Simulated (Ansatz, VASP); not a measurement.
# Cross-check of Cu (Cu(110)) between VASP and Ansatz

One calculation is typed for both programs; each brings its own data sets. How far apart do they land? Of the first pair: The structure shown is the start of the Ansatz relaxation below; VASP solves that cell, so the two are compared at the walk's first step.

Program: Ansatz 0.2.0. Level of theory: plane waves, with VASP 6.6.1 beside it; single point at PBE. Results are calculated unless marked as measured.

**1. Starting point**

The cell holds 4 atoms: 4 Cu. Cell: a = 3.610 Å, b = 2.553 Å, c = 21.829 Å, α = 90.0°, β = 90.0°, γ = 90.0°. Vacuum lies along c.

**2. Ansatz: relaxation, PBE**

Ansatz runs on its default PAW (the set named soft_2) files.

The two programs are compared at the cell with which this relaxation starts, whose forces are those of its first step.

Contents of input.yaml:

```yaml
crystal:
  lattice:
    - [3.61, 0.0, 0.0]
    - [0.0, 2.5526554801, 0.0]
    - [0.0, 0.0, 21.8289832201]
  atoms:
    - { symbol: Cu, position: [0.5, 0.5, 0.412295887] }
    - { symbol: Cu, position: [0.0, 0.0, 0.4707652957] }
    - { symbol: Cu, position: [0.5, 0.5, 0.5292347043] }
    - { symbol: Cu, position: [0.0, 0.0, 0.587704113] }
kpoints:
  mp_grid: { grid: [12, 12, 1] }
hamiltonian:
  xc: pbe
scf:
  occupations: { method: fermi_dirac, width: 0.1 }
  convergence: { dr2_threshold: 1.0e-08 }
efield:
  axis: 3
  dipole_correction: true
  ramp_position: 0.97
  ramp_width: 0.06
relax:
  f_tol: 0.02
  max_steps: 60
  constraints: [{ sites: [0, 1] }]
output:
  write_potential: true
  write_density: true
  volumetric_format: npy
```

Started as:

```bash
$ ansatz run input.yaml --threads 4 --pin off --max-ram 16384MiB --backend cpu --events-out ev --progress --plain --runs-dir out
```

Numbers of over 12 decimals in the logs are rounded to 6 here.

Log:

```text
Engine: ansatz 0.2.0, x86_64-unknown-linux-gnu
Pseudopotentials: kind: paw
Pseudopotential: Cu, paw, valence charge 19, recommended cutoff 420 eV (normal), Cu.paw.azcp
Functional definition: PBE
  parameter kappa = 0.804
  parameter beta = 0.066725
  exchange = pbe_x(kappa = kappa, mu = beta*pi^2/3)
  correlation = pbe_c(beta = beta)
Crystal: 4 atoms, lattice volume = 201.156 Å³
Basis set: ecut = 420 eV, 3941 PW (Γ), exchange–correlation on 50×36×300 points (8 copies of the dense FFT grid, shifted against one another)
Bands: 46, of which v1, the nominal top of the filled ones, is band 38 counted from 1 (37 counted from 0)
Symmetry: 4 space group operations
k-points: 49 of 144
Non-local potential: Cu, projectors of the file, l = 0: 3, l = 1: 2, l = 2: 3, l = 3: 1
PAW form: soft (Blöchl's): semilocal exchange-correlation on the pseudo side does not see the compensation charge
PAW one-centre angular grid: Cu, 590 points (default); XC on 64 Gauss nodes
Initial density: superposition of atomic densities (neutral atoms: chi_scale 0, normalization atom), corrected by the library's trained network
Initial wavefunctions: pseudopotential atomic-orbital guess
Functional: x = pbe(κ = 0.804, μ = 0.219515), c = pbe(β = 0.066725)
SCF iter   1: F=—  HF=-26498.839620 eV  |F-HF|=—  |Δ(HF+E_count)|=         —  Δρ=1.83e-3  dr2=3.89e-2  ethr=1.77e-3  p=0.000 e·Å  D=1.65e-13 V/Å  ΔV_dip=-0.00 eV  dr2_dipole=1.81e-9  V_vac-E_F(+/−)=4.30/4.30 eV  ⟨swp⟩=8.6  Hψ=10023  notcnv=0  defer=21
efield: sawtooth ramp at fractional position 0.9700 (set: `efield.ramp_position`, or a place that a band, a saddle search or an elastic batch's reference lends), width 0.0600; the density the first Hamiltonian is built on has a dipole p = 0.000 e·Å; the dipole correction subtracts the counter field D = 1.65e-13 V/Å, which shifts the + side's vacuum level by -0.00 eV against the − side's; the planar-averaged density in the ramp window peaks in size at 2.8e-6 e/Å³
preconditioner: auto → LDOS  [metal: Δε(μ)=0.026 eV  Ē_g=7.341 eV  σ=0.100 eV  W_gap=0.07  n_scr=38 (ndim 8)  ℏωp=17.4 eV  f_vac=0.693  D(μ)=1.55/eV (n_scr^D=8)  β→1.0]
SCF iter   2: F=—  HF=-26498.849877 eV  |F-HF|=—  |Δ(HF+E_count)|=   1.03e-2  Δρ=4.30e-3  dr2=2.76e-2  ethr=5.11e-5  p=0.000 e·Å  D=3.39e-5 V/Å  ΔV_dip=-0.00 eV  dr2_dipole=5.64e-8  V_vac-E_F(+/−)=4.39/4.39 eV  ⟨swp⟩=2.1  Hψ=4075  notcnv=0  defer=70
SCF iter   3: F=—  HF=-26498.844261 eV  |F-HF|=—  |Δ(HF+E_count)|=   5.62e-3  Δρ=8.28e-4  dr2=2.23e-3  ethr=3.63e-5  p=0.000 e·Å  D=1.32e-5 V/Å  ΔV_dip=-0.00 eV  dr2_dipole=4.19e-9  V_vac-E_F(+/−)=4.39/4.39 eV  ⟨swp⟩=2.1  Hψ=2910  notcnv=0  defer=70
SCF iter   4: F=—  HF=-26498.844472 eV  |F-HF|=—  |Δ(HF+E_count)|=   2.11e-4  Δρ=7.03e-4  dr2=8.80e-4  ethr=2.94e-6  p=0.000 e·Å  D=1.59e-5 V/Å  ΔV_dip=-0.00 eV  dr2_dipole=8.08e-10  V_vac-E_F(+/−)=4.38/4.38 eV  ⟨swp⟩=2.0  Hψ=3327  notcnv=0  defer=70
SCF iter   5: F=—  HF=-26498.844453 eV  |F-HF|=—  |Δ(HF+E_count)|=   1.97e-5  Δρ=3.29e-4  dr2=1.36e-4  ethr=1.16e-6  p=0.000 e·Å  D=8.76e-6 V/Å  ΔV_dip=-0.00 eV  dr2_dipole=4.03e-9  V_vac-E_F(+/−)=4.40/4.40 eV  ⟨swp⟩=2.0  Hψ=3374  notcnv=0  defer=70
SCF iter   6: F=—  HF=-26498.844450 eV  |F-HF|=—  |Δ(HF+E_count)|=   2.59e-6  Δρ=1.60e-4  dr2=3.83e-5  ethr=1.79e-7  p=0.000 e·Å  D=8.05e-6 V/Å  ΔV_dip=-0.00 eV  dr2_dipole=3.93e-10  V_vac-E_F(+/−)=4.40/4.40 eV  ⟨swp⟩=2.0  Hψ=3189  notcnv=0  defer=70
SCF iter   7: F=—  HF=-26498.844453 eV  |F-HF|=—  |Δ(HF+E_count)|=   2.41e-6  Δρ=3.90e-5  dr2=3.52e-6  ethr=5.04e-8  p=0.000 e·Å  D=5.04e-6 V/Å  ΔV_dip=-0.00 eV  dr2_dipole=7.98e-10  V_vac-E_F(+/−)=4.40/4.40 eV  ⟨swp⟩=2.0  Hψ=3148  notcnv=0  defer=70
SCF iter   8: F=—  HF=-26498.844410 eV  |F-HF|=—  |Δ(HF+E_count)|=   4.30e-5  Δρ=2.98e-5  dr2=1.11e-6  ethr=4.63e-9  p=0.000 e·Å  D=4.46e-6 V/Å  ΔV_dip=-0.00 eV  dr2_dipole=1.50e-9  V_vac-E_F(+/−)=4.41/4.41 eV  ⟨swp⟩=2.1  Hψ=3319  notcnv=0  defer=70
SCF iter   9: F=—  HF=-26498.844409 eV  |F-HF|=—  |Δ(HF+E_count)|=   5.05e-7  Δρ=6.35e-6  dr2=4.67e-8  ethr=1.46e-9  p=0.000 e·Å  D=3.99e-8 V/Å  ΔV_dip=-0.00 eV  dr2_dipole=3.89e-10  V_vac-E_F(+/−)=4.41/4.41 eV  ⟨swp⟩=2.0  Hψ=3183  notcnv=0  defer=70
SCF iter  10: F=—  HF=-26498.844410 eV  |F-HF|=—  |Δ(HF+E_count)|=   6.08e-7  Δρ=7.30e-6  dr2=7.25e-8  ethr=1.32e-11  p=0.000 e·Å  D=1.52e-6 V/Å  ΔV_dip=-0.00 eV  dr2_dipole=1.44e-10  V_vac-E_F(+/−)=4.41/4.41 eV  ⟨swp⟩=9.8  Hψ=15598  notcnv=0
SCF iter  11: F=—  HF=-26498.844410 eV  |F-HF|=—  |Δ(HF+E_count)|=   3.24e-8  Δρ=4.37e-6  dr2=2.56e-8  ethr=6.14e-11  p=-0.000 e·Å  D=-3.89e-7 V/Å  ΔV_dip=0.00 eV  dr2_dipole=9.36e-11  V_vac-E_F(+/−)=4.41/4.41 eV  ⟨swp⟩=2.0  Hψ=3412  notcnv=0  defer=61
[...]
efield: sawtooth ramp at fractional position 0.9700 (set: `efield.ramp_position`, or a place that a band, a saddle search or an elastic batch's reference lends), width 0.0600; the density the first Hamiltonian is built on has a dipole p = -0.000 e·Å; the dipole correction subtracts the counter field D = -1.53e-5 V/Å, which shifts the + side's vacuum level by +0.00 eV against the − side's; the planar-averaged density in the ramp window peaks in size at 5.0e-6 e/Å³
preconditioner: auto → LDOS  [metal: Δε(μ)=0.062 eV  Ē_g=7.466 eV  σ=0.100 eV  W_gap=0.15  n_scr=38 (ndim 8)  ℏωp=17.4 eV  f_vac=0.693  D(μ)=1.60/eV (n_scr^D=8)  β→1.0]
SCF iter   2: F=—  HF=-26498.867864 eV  |F-HF|=—  |Δ(HF+E_count)|=   2.46e-3  Δρ=2.53e-3  dr2=9.92e-3  ethr=1.36e-5  p=-0.001 e·Å  D=-6.25e-4 V/Å  ΔV_dip=0.01 eV  dr2_dipole=2.97e-4  V_vac-E_F(+/−)=4.46/4.44 eV  ⟨swp⟩=2.0  Hψ=4766  notcnv=0  defer=67
SCF iter   3: F=—  HF=-26498.868115 eV  |F-HF|=—  |Δ(HF+E_count)|=   2.51e-4  Δρ=2.95e-3  dr2=1.06e-2  ethr=1.31e-5  p=0.001 e·Å  D=4.83e-4 V/Å  ΔV_dip=-0.01 eV  dr2_dipole=3.95e-5  V_vac-E_F(+/−)=4.42/4.43 eV  ⟨swp⟩=2.0  Hψ=4201  notcnv=0  defer=67
SCF iter   4: F=—  HF=-26498.866906 eV  |F-HF|=—  |Δ(HF+E_count)|=   1.21e-3  Δρ=1.88e-3  dr2=4.37e-3  ethr=1.31e-5  p=0.000 e·Å  D=2.41e-4 V/Å  ΔV_dip=-0.01 eV  dr2_dipole=1.68e-5  V_vac-E_F(+/−)=4.42/4.43 eV  ⟨swp⟩=1.0  Hψ=2189  notcnv=0  defer=67
SCF iter   5: F=—  HF=-26498.866148 eV  |F-HF|=—  |Δ(HF+E_count)|=   7.58e-4  Δρ=4.79e-4  dr2=2.67e-4  ethr=5.75e-6  p=-0.000 e·Å  D=-1.94e-4 V/Å  ΔV_dip=0.00 eV  dr2_dipole=4.24e-7  V_vac-E_F(+/−)=4.43/4.43 eV  ⟨swp⟩=2.0  Hψ=3232  notcnv=0  defer=67
SCF iter   6: F=—  HF=-26498.866083 eV  |F-HF|=—  |Δ(HF+E_count)|=   6.47e-5  Δρ=6.53e-5  dr2=7.23e-6  ethr=3.51e-7  p=-0.000 e·Å  D=-2.68e-4 V/Å  ΔV_dip=0.01 eV  dr2_dipole=2.92e-7  V_vac-E_F(+/−)=4.43/4.43 eV  ⟨swp⟩=2.0  Hψ=3246  notcnv=0  defer=67
SCF iter   7: F=—  HF=-26498.866019 eV  |F-HF|=—  |Δ(HF+E_count)|=   6.40e-5  Δρ=3.49e-5  dr2=2.80e-6  ethr=9.52e-9  p=-0.000 e·Å  D=-3.00e-4 V/Å  ΔV_dip=0.01 eV  dr2_dipole=3.05e-7  V_vac-E_F(+/−)=4.43/4.43 eV  ⟨swp⟩=2.0  Hψ=3994  notcnv=0  defer=67
SCF iter   8: F=—  HF=-26498.866020 eV  |F-HF|=—  |Δ(HF+E_count)|=   3.36e-7  Δρ=3.28e-5  dr2=1.56e-6  ethr=3.69e-9  p=-0.000 e·Å  D=-3.00e-4 V/Å  ΔV_dip=0.01 eV  dr2_dipole=7.27e-8  V_vac-E_F(+/−)=4.43/4.43 eV  ⟨swp⟩=2.0  Hψ=3106  notcnv=0  defer=67
SCF iter   9: F=—  HF=-26498.866020 eV  |F-HF|=—  |Δ(HF+E_count)|=   3.68e-8  Δρ=5.54e-6  dr2=1.37e-7  ethr=2.06e-9  p=-0.000 e·Å  D=-3.03e-4 V/Å  ΔV_dip=0.01 eV  dr2_dipole=2.28e-8  V_vac-E_F(+/−)=4.43/4.43 eV  ⟨swp⟩=2.0  Hψ=3039  notcnv=0  defer=67
SCF iter  10: F=-26498.866020 eV  HF=-26498.866020 eV  |F-HF|=6.28e-8  |Δ(HF+E_count)|=   1.36e-7  Δρ=1.68e-6  dr2=5.92e-9  ethr=1.32e-11  p=-0.000 e·Å  D=-3.04e-4 V/Å  ΔV_dip=0.01 eV  dr2_dipole=2.61e-10  V_vac-E_F(+/−)=4.43/4.43 eV  ⟨swp⟩=7.9  Hψ=15787  notcnv=0
SCF 3 converged in 10 iterations: F = -26498.866020 eV  dr2 = 5.92e-9
relax step   3: F+E_penalty+E_count = -26498.86601991 eV  Δ(F+E_penalty+E_count) = -1.031e-2 eV  max|allowed force component| = 6.178e-3 eV/Å  Δτ_max = 0.0556 Å  (10 SCF iters, accepted)
NSCF: frozen V_eff on 49 k-points
the search or the solves at the SCF's close seem to have found levels that the self-consistency loop had missed (the run counts 1). By its estimate they hold under 1e-12 electrons; where the run keeps them, the occupations were computed again with them
WARN: The input density's exchange-correlation potential varies sharply where the density is thin. Do not read a vacuum level from v_tot or v_xc, or from such a field of the output density. On a cell that repeats whose density bears no net charge and no dipole along the vacuum's axis use v_es (v_loc + v_h of the components); under efield.dipole_correction with no amplitude use v_es + v_field, which holds any external [...]
SCF converged after 10 iterations
Free energy (F): -26498.866020 eV
Harris-Foulkes:  -26498.866020 eV  (|F-HF|=6.28e-8)
Internal energy: -26498.813342 eV  (E = F + TS)
E sigma→0 (E₀):  -26498.839681 eV
Entropy (-TS):   -0.052678 eV (-13.170 meV/atom)
Fermi energy:    0.599702 eV
Dipole field:    D = -0.000325 V/Å  (p = -0.000362 e·Å, saw-weighted, corrected)
Work function:   Φ+ = 4.4340 eV   Φ− = 4.4269 eV
Levels:          The Fermi level and band energies are counted from a zero that moves with the ramp; work functions are not
--- Per-component energies (eV) ---
  E_band       = -2645.086871
  E_kinetic    = 1197.356169
  E_local      = -139158.539017  (includes V_loc(G=0)·N_el)
  E_nonlocal   = 1570.109889
  E_hartree    = 68014.072976
  E_xc         = -353.452587
  E_vxc        = -455.672865  (∫ρ·V_xc dr)
  E_paw        = -6661.783575  (= ΣΔE_a)
  E_vpaw       = -1826.478685  (= ΣTr[D̂ρ^β])
  E_aug_tail   = 0.001113  (compensation charges beyond the density's cutoff)
  E_efield     = 0.000000  (sawtooth field / dipole correction)
  E_vefield    = 0.000260  (∫n·V_field dr)
  E_ewald      = 48893.421690
  E_smearing   = -0.052678  (= −TS)
  E_closure    = 0.000000  (closes the sum)
  Σ components = -26498.866020   (vs F -26498.866020, Δ=0.00e0)
--- Forces (eV/Å), atoms counted from 1 ---
  atom   1  Cu     0.00000000     0.00000000     0.39489464
  atom   2  Cu     0.00000000     0.00000000    -0.39547075
  atom   3  Cu     0.00000000     0.00000000     0.00617842
  atom   4  Cu     0.00000000     0.00000000    -0.00556446
  max |Σ_I F_I| component: 3.79e-5 eV/Å
--- Band table (eV; the first three rows and the last of 49) ---
  k-point 0: bands = [... 34 lower, -1.1118, -0.9747, -0.9585, -0.7847, -0.0266, 2.7061, 3.7012, 4.5938, ... 4 higher]
  k-point 1: bands = [... 34 lower, -1.0342, -1.0075, -0.8924, -0.8681, 0.1231, 2.8767, 4.0118, 4.7516, ... 4 higher]
  k-point 2: bands = [... 34 lower, -1.0976, -1.0026, -0.9500, -0.8175, 0.5503, 3.3665, 4.8493, 5.2218, ... 4 higher]
  k-point 48: bands = [... 34 lower, -0.8274, -0.7855, 1.2466, 1.2826, 4.3491, 4.4451, 4.8089, 4.8495, ... 4 higher]
--- Relaxed structure (3 steps of the walk, 3 accepted, 0 SCFs on fresh bases) ---
  F+E_penalty+E_count = -26498.86601991 eV   max|allowed force component| = 6.178e-3 eV/Å
  atoms:
    - { symbol: Cu, position: [0.5, 0.5, 0.412296] }
    - { symbol: Cu, position: [0.0, 0.0, 0.4707652957] }
    - { symbol: Cu, position: [0.5, 0.5, 0.532718] }
    - { symbol: Cu, position: [0.0, 0.0, 0.586149] }
```

**3. VASP: single point, PBE, start cell, pair 1**

The same cell, functional, mesh and smearing now go to VASP, with its own data sets.

Lines of VASP's logs that name or quote its potential files are left out, and so is its time.

Contents of INCAR:

```
SYSTEM = Cu
PREC = Accurate
ENCUT = 520
EDIFF = 1E-06
NELM = 120
ISMEAR = -1
SIGMA = 0.1
LREAL = .FALSE.
ALGO = Normal
GGA = PE
NBANDS = 28
LASPH = .TRUE.
LORBIT = 11
LWAVE = .FALSE.
LCHARG = .FALSE.
ISIF = 2
LDIPOL = .TRUE.
IDIPOL = 3
DIPOL = 0.5 0.5 0.5
LVHAR = .TRUE.
GGA_COMPAT = .FALSE.
NELMDL = -8
```

Contents of POSCAR:

```
Cu
1.0
    3.6100000000      0.0000000000      0.0000000000
    0.0000000000      2.5526554801      0.0000000000
    0.0000000000      0.0000000000     21.8289832201
Cu
4
Direct
    0.5000000000      0.5000001018      0.4122958870
    0.0000000000      0.0000001018      0.4707653076
    0.5000000000      0.5000001018      0.5292346823
    0.0000000000      0.0000001018      0.5877041029
```

Contents of KPOINTS:

```
Automatic mesh
0
Gamma
12 12 1
0 0 0
```

The projector-augmented-wave data sets are Cu (PBE family, release 64).

Started as:

```bash
$ mpirun -np 1 vasp_std
```

Log:

```text
[banner, memory and clock lines left out]
running    1 mpi-ranks, on    1 nodes
 distrk:  each k-point on    1 cores,    1 groups
 distr:  one band on    1 cores,    1 groups

 POSCAR found type information on POSCAR Cu
 POSCAR found :  1 types and       4 ions
 LDA part: xc-table for (Slater+PW92), standard interpolation
 POSCAR, INCAR and KPOINTS ok, starting setup
 FFT: planning ... GRIDC
 FFT: planning ... GRID_SOFT
 FFT: planning ... GRID
 WAVECAR not read
 entering main loop
       N       E                     dE             d eps       ncg     rms          rms(c)
DAV:   1     0.345072421887E+03    0.34507E+03   -0.18190E+04  2744   0.165E+03
DAV:   2     0.448771804241E+01   -0.34058E+03   -0.32787E+03  2752   0.350E+02
DAV:   3    -0.152975884659E+02   -0.19785E+02   -0.18978E+02  3024   0.135E+02
DAV:   4    -0.159810726831E+02   -0.68348E+00   -0.67979E+00  3076   0.290E+01
DAV:   5    -0.160014215993E+02   -0.20349E-01   -0.20343E-01  3372   0.386E+00
DAV:   6    -0.160023249357E+02   -0.90334E-03   -0.90331E-03  3636   0.719E-01
DAV:   7    -0.160023624468E+02   -0.37511E-04   -0.37511E-04  3556   0.120E-01
DAV:   8    -0.160023643650E+02   -0.19182E-05   -0.19181E-05  2956   0.238E-02    0.137E+01
DAV:   9    -0.146367754986E+02    0.13656E+01   -0.35802E+01  3044   0.116E+02    0.793E+00
DAV:  10    -0.131154557522E+02    0.15213E+01   -0.69071E+00  3412   0.617E+01    0.157E+00
DAV:  11    -0.131327335738E+02   -0.17278E-01   -0.10205E+00  3456   0.337E+01    0.117E+00
DAV:  12    -0.131253827076E+02    0.73509E-02   -0.21374E-01  3700   0.119E+01    0.111E+00
DAV:  13    -0.131094723268E+02    0.15910E-01   -0.16594E-01  3440   0.731E+00    0.489E-01
DAV:  14    -0.131056125402E+02    0.38598E-02   -0.10688E-02  3532   0.169E+00    0.311E-01
DAV:  15    -0.131035132245E+02    0.20993E-02   -0.10607E-02  3476   0.175E+00    0.589E-02
DAV:  16    -0.131034087396E+02    0.10448E-03   -0.10892E-03  3268   0.613E-01    0.386E-02
DAV:  17    -0.131035964014E+02   -0.18766E-03   -0.35321E-04  3284   0.399E-01    0.268E-02
DAV:  18    -0.131036646916E+02   -0.68290E-04   -0.68351E-05  3472   0.308E-01    0.142E-02
DAV:  19    -0.131037928900E+02   -0.12820E-03   -0.54588E-05  3232   0.189E-01    0.104E-02
DAV:  20    -0.131038232554E+02   -0.30365E-04   -0.88664E-06  3080   0.678E-02    0.552E-03
DAV:  21    -0.131038494740E+02   -0.26219E-04   -0.90644E-06  3048   0.477E-02    0.477E-03
DAV:  22    -0.131038511157E+02   -0.16416E-05   -0.12328E-06  1948   0.296E-02    0.114E-03
DAV:  23    -0.131038546386E+02   -0.35229E-05   -0.57243E-07  1884   0.107E-02    0.490E-04
DAV:  24    -0.131038551712E+02   -0.53261E-06   -0.89062E-08  1720   0.610E-03
   1 F= -.13103855E+02 E0= -.13077225E+02  d E =-.532600E-01
```

From OUTCAR (step 3):

```text
ion  position               nearest neighbor table
   1  0.500  0.500  0.412-   3 2.55   2 2.55   2 2.55   2 2.55   2 2.55
   2  0.000  0.000  0.471-   4 2.55   3 2.55   3 2.55   3 2.55   3 2.55   1 2.55   1 2.55   1 2.55
                             1 2.55
   3  0.500  0.500  0.529-   1 2.55   2 2.55   2 2.55   2 2.55   2 2.55   4 2.55   4 2.55   4 2.55
                             4 2.55
   4  0.000  0.000  0.588-   2 2.55   3 2.55   3 2.55   3 2.55   3 2.55

  LATTYP: Found a simple orthorhombic cell.
 ALAT       =     2.5526554801
 B/A-ratio  =     1.4142135624
 C/A-ratio  =     8.5514803663

 Subroutine GETGRP returns: Found  8 space group operations
 (whereof  4 operations were pure point group operations)

The static configuration has the point symmetry C_2v.
 The point group associated with its full space group is D_2h.

 Found     49 irreducible k-points:

   k-points           NKPTS =     49   k-points in BZ     NKDIM =     49   number of bands    NBANDS=     28

   dimension x,y,z NGX =    28 NGY =   20 NGZ =  162
   dimension x,y,z NGXF=    56 NGYF=   40 NGZF=  324

   ENCUT  =  520.0 eV  38.22 Ry    6.18 a.u.   6.71  4.75 40.59*2*pi/ulx,y,z

   NELECT =      44.0000    total number of electrons

 k-points in reciprocal lattice and weights: Automatic mesh
   0.00000000  0.00000000  0.00000000       0.007
   0.08333333  0.00000000  0.00000000       0.014
   0.16666667  0.00000000  0.00000000       0.014
   0.25000000  0.00000000  0.00000000       0.014
   0.33333333  0.00000000  0.00000000       0.014
   0.41666667  0.00000000  0.00000000       0.014
   0.50000000  0.00000000  0.00000000       0.007
   0.00000000  0.08333333  0.00000000       0.014
   0.08333333  0.08333333  0.00000000       0.028
[...]
0.41666667  0.50000000  0.00000000       0.014
   0.50000000  0.50000000  0.00000000       0.007

 dipolmoment           0.000000      0.000000      0.000002 electrons x Angstroem

 average (electrostatic) potential at core
       1 -72.3845       2 -72.7998       3 -72.7998       4 -72.3845

 E-fermi :  -1.5218

 k-point     1 :       0.0000    0.0000    0.0000
  band No.  band energies     occupation
    ...
     19      -3.2455      2.00000
     20      -3.1460      2.00000
     21      -3.1287      2.00000
     22      -2.9645      2.00000
     23      -2.1453      1.99609
     24       0.4753      0.00000
     25       1.5995      0.00000
     26       2.4289      0.00000
     27       3.0736      0.00000
     28       3.2314      0.00000

 k-point     2 :       0.0833    0.0000    0.0000
  band No.  band energies     occupation
    ...
     19      -3.2497      2.00000
     20      -3.1655      2.00000
     21      -3.0984      2.00000
     22      -2.9750      2.00000
     23      -2.0998      1.99384
     24       0.5269      0.00000
     25       1.0032      0.00000
     26       2.5036      0.00000
     27       3.1469      0.00000
     28       3.2997      0.00000

 k-point     3 :       0.1667    0.0000    0.0000
  band No.  band energies     occupation
    ...
     19      -3.2346      2.00000
     20      -3.1772      2.00000
     21      -3.0594      2.00000
     22      -3.0025      2.00000
     23      -1.9554      1.97416
     24      -0.1903      0.00000
     25       0.6872      0.00000
     26       2.5106      0.00000
     27       2.8391      0.00000
     28       3.3561      0.00000

  Total       -2.0117059     -1.6326082     -0.4648497      0.0000000      0.0000000      0.0000000
  in kB      -16.0229384    -13.0034817     -3.7024584      0.0000000      0.0000000      0.0000000
  external PRESSURE =     -10.9096261 kB  Pullay stress =       0.0000000 kB

  energy-cutoff  :      520.00
  volume of cell :      201.16
      direct lattice vectors                 reciprocal lattice vectors
     3.610000000  0.000000000  0.000000000     0.277008310  0.000000000  0.000000000
     0.000000000  2.552655480  0.000000000     0.000000000  0.391748909  0.000000000
     0.000000000  0.000000000 21.828983220     0.000000000  0.000000000  0.045810654

 POSITION                                       TOTAL-FORCE (eV/Angst)
 -----------------------------------------------------------------------------------
      1.80500      1.27633      9.00000         0.000000      0.000000      0.260318
      0.00000      0.00000     10.27633         0.000000      0.000000     -0.430236
      1.80500      1.27633     11.55265         0.000000      0.000000      0.430236
      0.00000      0.00000     12.82898         0.000000      0.000000     -0.260318
 -----------------------------------------------------------------------------------
    total drift:                                0.000000     -0.000114      0.000337

  FREE ENERGIE OF THE ION-ELECTRON SYSTEM (eV)
  ---------------------------------------------------
  free  energy   TOTEN  =       -13.1038551712 eV

  energy  without entropy=      -13.0505951778  energy(sigma->0) =      -13.07722517

 vacuum level on the upper side and lower side of the slab         2.871         2.871

 total charge
# of ion       s       p       d       tot
------------------------------------------
    1        0.437   0.225   9.219   9.880
    2        0.443   0.352   9.176   9.972
    3        0.443   0.352   9.176   9.972
    4        0.437   0.225   9.219   9.880
--------------------------------------------------
tot          1.761   1.155  36.789  39.705

[... 3 further parts left out ...]
```

(Continued in part 2 of 2.)

[Lines on the potential files, build, host, timing and source positions are cut from VASP's logs without a mark.]

[Logs are printed without paths, hosts, clocks, repeated set-up lines and the standing remarks that a program may print on its own settings, such as how far it seeks lower states.]

[Hosts, paths, dates, database ids (printed as entryN), source tags and the programs' standing remarks are cut or masked in the printed files.]
